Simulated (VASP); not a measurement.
Level of theory: PBE GGA, VASP's PBE PAW potentials (set 64) (plane waves; VASP).

Input for VASP

File POSCAR:
```
SnSe2
1.0
  1.9431000000  -3.3655480000   0.0000000000
  1.9431000000   3.3655480000   0.0000000000
  0.0000000000   0.0000000000   6.2628000000
Sn Se
1 2
Cartesian
  0.0000000000   0.0000000000   0.0000000000
  1.9431000000   1.1218515770   1.5657000000
  1.9431000000  -1.1218515770   4.6971000000
```

**INCAR**
```
# general
SYSTEM  = SnSe2
PREC    = Accurate
ENCUT   = 520
LREAL   = .FALSE.   # projection in real space or not
LASPH   = .TRUE.

# electronic loop
EDIFF   = 1E-6
NELM    = 100
ALGO    = Normal   # blocked Davidson
LMAXMIX = 4

# smearing
ISMEAR  = 0
SIGMA   = 0.05   # width (eV)

# functional
GGA     = PE

# ions
ISIF    = 2

# output
LWAVE   = .FALSE.
LCHARG  = .FALSE.
```

**KPOINTS**
```
K-points
0
G
6 6 3
0 0 0
```

POTCAR, in this order: Sn Se (PBE.64 set). Program: vasp_std.

Output

File OSZICAR:
```
       N       E                     dE             d eps       ncg     rms          rms(c)
DAV:   1     0.650604819966E+02    0.65060E+02   -0.60367E+03   408   0.106E+03
DAV:   2    -0.718023329690E+01   -0.72241E+02   -0.67604E+02   560   0.162E+02
DAV:   3    -0.120981358903E+02   -0.49179E+01   -0.48182E+01   504   0.459E+01
DAV:   4    -0.121669145494E+02   -0.68779E-01   -0.68556E-01   492   0.597E+00
DAV:   5    -0.121680703967E+02   -0.11558E-02   -0.11527E-02   496   0.721E-01    0.481E+00
DAV:   6    -0.119028868678E+02    0.26518E+00   -0.31460E-01   448   0.350E+00    0.303E+00
DAV:   7    -0.118647778974E+02    0.38109E-01   -0.13806E-01   488   0.214E+00    0.984E-01
DAV:   8    -0.118615516057E+02    0.32263E-02   -0.65261E-03   468   0.653E-01    0.217E-01
DAV:   9    -0.118618366617E+02   -0.28506E-03   -0.14111E-03   492   0.281E-01    0.696E-02
DAV:  10    -0.118618507936E+02   -0.14132E-04   -0.67041E-05   504   0.600E-02    0.276E-02
DAV:  11    -0.118618806003E+02   -0.29807E-04   -0.41516E-05   468   0.477E-02    0.781E-03
DAV:  12    -0.118618815628E+02   -0.96243E-06   -0.17327E-06   364   0.998E-03
   1 F= -.11861882E+02 E0= -.11861882E+02  d E =-.658663E-16
```

File OUTCAR:
```
------------------------ aborting loop because EDIFF is reached ----------------------------------------
  FORCE on cell =-STRESS in cart. coord.  units (eV):
  Direction    XX          YY          ZZ          XY          YZ          ZX
  --------------------------------------------------------------------------------------
  Total        0.2680355      0.2680355      0.9948121      0.0000000      0.0000000      0.0000000
  in kB        5.2426804      5.2426807     19.4581776      0.0000000      0.0000000      0.0000000
  external PRESSURE =       9.9811796 kB  Pullay stress =       0.0000000 kB
  volume of cell :       81.91
      direct lattice vectors                 reciprocal lattice vectors
     1.943100000 -3.365548000  0.000000000     0.257320776 -0.148564216  0.000000000
     1.943100000  3.365548000  0.000000000     0.257320776  0.148564216  0.000000000
     0.000000000  0.000000000  6.262800000     0.000000000  0.000000000  0.159672990
 POSITION                                       TOTAL-FORCE (eV/Angst)
 -----------------------------------------------------------------------------------
      0.00000      0.00000      0.00000        -0.000000     -0.000000      0.000000
      1.94310      1.12185      1.56570        -0.000000      0.000000      0.137756
      1.94310     -1.12185      4.69710         0.000000     -0.000000     -0.137756
 -----------------------------------------------------------------------------------
    total drift:                               -0.000000     -0.000000      0.000000
  FREE ENERGIE OF THE ION-ELECTRON SYSTEM (eV)
  ---------------------------------------------------
  free  energy   TOTEN  =       -11.8618815628 eV

  energy  without entropy=      -11.8618815628  energy(sigma->0) =      -11.86188156
```
(Selected blocks of OUTCAR.)

The compound is SnSe2 in the 1T layered structure. The cell was not relaxed at this level. The run is one of a series of settings (ENCUT = 520, POTCAR Sn Se (PBE.64 set) against the base run), some of them coarse on purpose.
